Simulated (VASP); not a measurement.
Method: PBE GGA, VASP's PBE PAW potentials (set 64) (plane waves; VASP).

VASP ran on this input.

KPOINTS:
```
Automatic mesh
0
gamma
4 3 1
```

INCAR:
```
SYSTEM  =  ZrB
PREC  =  Accurate; ENCUT  =  400; LREAL  =  .False.
LASPH  =  .True.
EDIFF  =  1E-6; NELM  =  100; ALGO  =  Normal
LMAXMIX  =  4
ISMEAR  =  -1; SIGMA  =  0.1
GGA  =  PE
ISIF  =  2
LWAVE  =  .False.; LCHARG  =  .False.
```

File POSCAR:
```
ZrB
20.51640
  0.1525469868   0.0000000000   0.0000000000
  0.0000000000   0.2157340469   0.0000000000
  0.0000000000   0.0000000000   1.0000000000
Zr B
3 3
Direct
  0.0000000000   0.7500000000   0.3899320000
  0.0000000000   0.2500000000   0.5000000000
  0.0000000000   0.7500000000   0.6100680000
  0.5000000000   0.2500000000   0.3899320000
  0.5000000000   0.7500000000   0.5000000000
  0.5000000000   0.2500000000   0.6100680000
```

POTCAR, in this order: Zr_sv B (PBE.64 set). Program: vasp_std.

What VASP printed:

File OUTCAR:
```
 ion  position               nearest neighbor table
   1  0.000  0.750  0.390-   4 2.71   4 2.71   4 2.71   4 2.71   5 2.75   5 2.75   2 3.16   2 3.16
  LATTYP: Found a simple orthorhombic cell.
 ALAT       =     3.1297150000
 B/A-ratio  =     1.4142137543
 C/A-ratio  =     6.5553572769
 Subroutine PRICEL returns:
 Original cell was already a primitive cell.
 Subroutine GETGRP returns: Found  8 space group operations
The static configuration has the point symmetry C_2v.
 The point group associated with its full space group is D_2h.
The dynamic configuration has the point symmetry C_2v.
 Subroutine INISYM returns: Found  8 space group operations
 Subroutine IBZKPT returns following result:
 Found      6 irreducible k-points:

 Following reciprocal coordinates:
            Coordinates               Weight
  0.000000  0.000000  0.000000      1.000000
  0.250000  0.000000  0.000000      2.000000
  0.500000  0.000000  0.000000      1.000000
  0.000000  0.333333  0.000000      2.000000
  0.250000  0.333333  0.000000      4.000000
  0.500000  0.333333  0.000000      2.000000
   k-points           NKPTS =      6   k-points in BZ     NKDIM =      6   number of bands    NBANDS=     27
...
```

### OSZICAR
```
       N       E                     dE             d eps       ncg     rms          rms(c)
DAV:   1     0.319654698042E+03    0.31965E+03   -0.19757E+04   404   0.113E+03
DAV:   2    -0.146795451104E+02   -0.33433E+03   -0.33063E+03   410   0.342E+02
DAV:   3    -0.459491494503E+02   -0.31270E+02   -0.30681E+02   525   0.755E+01
DAV:   4    -0.488501732258E+02   -0.29010E+01   -0.28771E+01   509   0.217E+01
DAV:   5    -0.489363607807E+02   -0.86188E-01   -0.86057E-01   453   0.415E+00    0.198E+01
DAV:   6    -0.423097544604E+02    0.66266E+01   -0.55833E+01   374   0.258E+01    0.708E+00
DAV:   7    -0.418881077169E+02    0.42165E+00   -0.55076E+00   458   0.893E+00    0.396E+00
DAV:   8    -0.418015501541E+02    0.86558E-01   -0.77484E-01   480   0.373E+00    0.106E+00
DAV:   9    -0.417974476878E+02    0.41025E-02   -0.28098E-01   393   0.237E+00    0.760E-01
DAV:  10    -0.417825126049E+02    0.14935E-01   -0.69258E-02   509   0.151E+00    0.328E-01
DAV:  11    -0.417817971493E+02    0.71546E-03   -0.85698E-03   458   0.476E-01    0.135E-01
DAV:  12    -0.417816530245E+02    0.14412E-03   -0.35705E-03   456   0.227E-01    0.809E-02
DAV:  13    -0.417829470553E+02   -0.12940E-02   -0.18128E-03   440   0.131E-01    0.432E-02
DAV:  14    -0.417837319120E+02   -0.78486E-03   -0.69028E-04   416   0.906E-02    0.271E-02
DAV:  15    -0.417844051811E+02   -0.67327E-03   -0.24122E-04   426   0.618E-02    0.139E-02
DAV:  16    -0.417846086654E+02   -0.20348E-03   -0.39944E-05   376   0.277E-02    0.830E-03
DAV:  17    -0.417847135264E+02   -0.10486E-03   -0.31692E-05   330   0.191E-02    0.440E-03
DAV:  18    -0.417847637245E+02   -0.50198E-04   -0.13493E-05   306   0.840E-03    0.252E-03
DAV:  19    -0.417848373086E+02   -0.73584E-04   -0.42827E-06   298   0.449E-03    0.211E-03
DAV:  20    -0.417849172431E+02   -0.79934E-04   -0.12000E-05   290   0.577E-03    0.106E-03
DAV:  21    -0.417849286607E+02   -0.11418E-04   -0.10564E-06   269   0.200E-03    0.377E-04
DAV:  22    -0.417849376820E+02   -0.90213E-05   -0.12408E-06   254   0.151E-03    0.151E-04
DAV:  23    -0.417849385608E+02   -0.87875E-06   -0.64460E-08   197   0.570E-04
   1 F= -.41784939E+02 E0= -.41667863E+02  d E =-.234151E+00
```

File OUTCAR:
```
------------------------ aborting loop because EDIFF is reached ----------------------------------------
  FORCE on cell =-STRESS in cart. coord.  units (eV):
  Direction    XX          YY          ZZ          XY          YZ          ZX
  --------------------------------------------------------------------------------------
  Total      -11.9907315    -18.9458454     -2.9991859      0.0000000      0.0000000      0.0000000
  in kB      -67.5974736   -106.8067682    -16.9078415      0.0000000      0.0000000      0.0000000
  external PRESSURE =     -63.7706944 kB  Pullay stress =       0.0000000 kB
  volume of cell :      284.20
      direct lattice vectors                 reciprocal lattice vectors
     3.129715000  0.000000000  0.000000000     0.319517911  0.000000000  0.000000000
     0.000000000  4.426086000  0.000000000     0.000000000  0.225933251  0.000000000
     0.000000000  0.000000000 20.516400000     0.000000000  0.000000000  0.048741495
 POSITION                                       TOTAL-FORCE (eV/Angst)
 -----------------------------------------------------------------------------------
      0.00000      3.31956      8.00000        -0.000000      0.000000      0.581259
      0.00000      1.10652     10.25820        -0.000000      0.000000      0.000000
      0.00000      3.31956     12.51640        -0.000000      0.000000     -0.581259
      1.56486      1.10652      8.00000         0.000000     -0.000000      0.058629
      1.56486      3.31956     10.25820        -0.000000     -0.000000      0.000000
      1.56486      1.10652     12.51640         0.000000      0.000000     -0.058629
 -----------------------------------------------------------------------------------
    total drift:                                0.000000      0.000000      0.000000
  FREE ENERGIE OF THE ION-ELECTRON SYSTEM (eV)
  ---------------------------------------------------
  free  energy   TOTEN  =       -41.7849385608 eV

  energy  without entropy=      -41.5507876541  energy(sigma->0) =      -41.66786311
```
(Selected blocks of OUTCAR.)

At this cut-off the stress carries a Pulay error, which pulls relaxed volumes low. The cell holds a wide vacuum, so values per volume refer to the whole cell.

The cell is a sheet with vacuum, built from a generated structure.
